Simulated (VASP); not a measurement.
## SrTiO3 (cubic perovskite): computed properties

These are PBE GGA, VASP's PBE PAW potentials (set 64) (plane waves; VASP) values and carry that method's errors.

For SrTiO3, the space group comes out as Pm-3m (221) and the cell is a = 3.943 Å, b = 3.943 Å, c = 3.943 Å, α = 90.00°, β = 90.00°, γ = 90.00°. The volume per atom comes out as 12.26 Å³/atom and the band gap (over mesh and band path) is 1.80 eV. The smallest direct gap (over mesh and band path) comes out as 2.17 eV. The band-edge character without spin-orbit coupling is indirect, R to Γ. The band gap with spin-orbit coupling is 1.78 eV, the density is 4.97 g/cm³ and the optical Γ-point spectrum is 132i (×3), 146 (×3), 235 (×3), 509 (×3) cm⁻¹.

```yaml
crystal:
  lattice:
    - [3.94255, 0.00000, 0.00000]
    - [0.00000, 3.94255, 0.00000]
    - [0.00000, 0.00000, 3.94255]
  atoms:
    - { symbol: Sr, position: [0.00000, 0.00000, 0.00000] }
    - { symbol: Ti, position: [0.50000, 0.50000, 0.50000] }
    - { symbol: O, position: [0.50000, 0.00000, 0.50000] }
    - { symbol: O, position: [0.00000, 0.50000, 0.50000] }
    - { symbol: O, position: [0.50000, 0.50000, 0.00000] }
```

Measured: gap 3.59 eV (computed value off by -1.79 eV), as given by Anna Miglio et al., npj Computational Materials (2020), arXiv:2011.12765 [zero-point renormalisation of 336 meV (experimental, the table's column) added back]; a 3.890 Å at 0 K (computed value off by +1.4 %), as given by D. I. Bilc et al., Physical Review B (2008), arXiv:0805.0753 [cubic phase extrapolated to 0 K].

The compound is SrTiO3 in the cubic perovskite structure, the ideal cubic form; the compound distorts at low or room temperature. It was relaxed first. Symmetry was kept, so distortions that lower it aren't found.
